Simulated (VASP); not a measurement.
Runs of VASP 6.6.1 on Pt2F. The structure is cubic, space group Fm-3m (No. 225). The conventional cell has a = 5.705 Å, b = 5.705 Å, c = 5.705 Å, α = 90.00°, β = 90.00°, γ = 90.00°. Around Pt (site symmetry -43m) lie 4 F at 2.47 Å. Around F (site symmetry m-3m) lie 8 Pt at 2.47 Å. The cell was built by a generator and needn't be a form met in nature.

| potentials or basis | gap on the mesh (eV) | pressure (GPa) | relaxed volume (Å³/atom) |
| --- | --- | --- | --- |
| VASP PAW PBE potentials, release 64 (Pt_GW, F_GW) | none | 0.0 | (a) |
| VASP PAW PBE potentials, release 64 (Pt, F) | none | 0.0 | 15.46 |
| VASP PAW PBE potentials, release 54 (Pt, F) | none | 0.0 | 15.46 |
| VASP PAW PBE potentials, release 64 (Pt, F_s) | none | 0.0 | - |
| VASP PAW PBE potentials, release 64 (Pt_sv_GW, F_GW) | none | 0.0 | 15.46 |
| VASP PAW PBE potentials, release 64 (Pt, F_h) | none | 0.0 | 15.43 |

Alike in all rows: task relaxation of cell and atoms; level PBE; no spin polarisation; cell relaxed; k mesh 8 × 8 × 8; cutoff (eV) 900; smearing fermi-dirac 0.05 eV.

Q: Estimate the missing entries.

A: (a) 15.42.

Caveats: an odd number of electrons without spin polarisation forces a metal; a magnetic or distorted state may lie lower; the relaxation stopped at its first step, so nothing moved (some runs); the cutoff is under 1.25 times the usual one of these potentials, so pressure, stress and relaxed cells hold a basis-set (Pulay) error (some runs).

A k mesh can miss the band edges, and the runs leave out spin-orbit coupling on Pt.

A gap of «none» marks a metal or a gap under the smearing width.

The runs don't all hold the same shells in valence.
